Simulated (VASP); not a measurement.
VASP ran on this input.

File KPOINTS:
```
kpoints
0
G
 7 7 7
0 0 0
```

### POSCAR
```
Li2Se
1
    0.0000000000     2.9673170610     2.9673170610
    2.9673170610     0.0000000000     2.9673170610
    2.9673170610     2.9673170610     0.0000000000
Li Se
2 1
Direct
  0.2500000000   0.2500000000   0.2500000000
  0.7500000000   0.7500000000   0.7500000000
  0.0000000000   0.0000000000   0.0000000000
```

INCAR:
```
# general
SYSTEM   = Li2Se
PREC     = Accurate
ENCUT    = 520
LREAL    = F
LASPH    = T

# electronic loop
EDIFF    = 1E-7
NELM     = 100
ALGO     = Normal
LMAXMIX  = 4

# smearing
ISMEAR   = 0
SIGMA    = 0.05

# functional
GGA      = CX
LUSE_VDW = T
AGGAC    = 0.0

# ions
ISIF     = 2

# output
LWAVE    = F
LCHARG   = F
```

POTCAR, in this order: Li_sv Se (PBE.64 set). Program: vasp_std.

Task: Translate this vdW-DF-cx calculation to Quantum ESPRESSO's pw.x.

Result: One equivalent input (not run):
```
&CONTROL
  calculation = 'scf'
  pseudo_dir = './pseudo'
  outdir = './out'
  tprnfor = .true.
  tstress = .true.
/
&SYSTEM
  ibrav = 0
  nat = 3
  ntyp = 2
  ecutwfc = 86
  occupations = 'smearing'
  smearing = 'gaussian'
  degauss = 0.003675
  input_dft = 'vdw-df-cx'
/
&ELECTRONS
  conv_thr = 7.3e-09
  electron_maxstep = 100
/
ATOMIC_SPECIES
  Li 6.940 Li.upf
  Se 78.971 Se.upf
CELL_PARAMETERS angstrom
     0.0000000    2.9673171    2.9673171
     2.9673171    0.0000000    2.9673171
     2.9673171    2.9673171    0.0000000
ATOMIC_POSITIONS crystal
  Li   0.2500000  0.2500000  0.2500000
  Li   0.7500000  0.7500000  0.7500000
  Se   0.0000000  0.0000000  0.0000000
K_POINTS automatic
  7 7 7 0 0 0
```
The two are equivalent in intent, not identical: the potentials are each code's own (VASP's PAW set, PseudoDojo norm-conserving files in pw.x), so ENCUT and ecutwfc are chosen apart and not converted; conv_thr bounds pw.x's estimated SCF error, while EDIFF bounds the energy change between steps.

The compound is Li2Se in the antifluorite structure. This cell is one point of a volume scan, at 0.97 of the reference volume.
